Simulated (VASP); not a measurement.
Data:

```
CELL_PARAMETERS angstrom
      2.95474     0.00000     0.00000
      0.00000     2.95474     0.00000
      0.00000     0.00000     2.95474
ATOMIC_POSITIONS crystal
  Al 0.50000 0.50000 0.50000
  Ru 0.00000 0.00000 0.00000
```

Level of theory: PBEsol GGA, VASP's PBE PAW potentials (set 64) (plane waves; VASP 6.6.1). Numerical set-up: 500 eV cut-off, 12×12×12 Γ-centred mesh, first-order Methfessel-Paxton smearing of 0.10 eV, potentials Al Ru_pv.

Task: The ions, cell shape and volume at an external pressure of 10.0 GPa are relaxed. Give the cell that the relaxation ends in.

Result: 
```
CELL_PARAMETERS angstrom
      2.93533     0.00000     0.00000
      0.00000     2.93533     0.00000
      0.00000     0.00000     2.93533
ATOMIC_POSITIONS crystal
  Al 0.50000 0.50000 0.50000
  Ru 0.00000 0.00000 0.00000
```
Space group Pm-3m (221), at a tolerance of 0.03 Å.

Task: How do energy and volume change from the first to the last step?

Result: The energy (σ→0) changes by +11.6 meV/atom and the volume by -2.0 %, in 3 ionic steps.

```csv
step,E(σ→0) (eV),max force (eV/Å),pressure (GPa),volume (Å³)
1,-15.5178,0.000,4.95,25.80
2,-15.4001,0.000,21.21,24.31
3,-15.4945,0.000,9.89,25.29
```

The compound is RuAl in the CsCl type structure. This run relaxes it under an external pressure of 10 GPa. Symmetry was kept, so distortions that lower it aren't found. The electron count is odd and the run is not spin-polarised, which forces a metal.
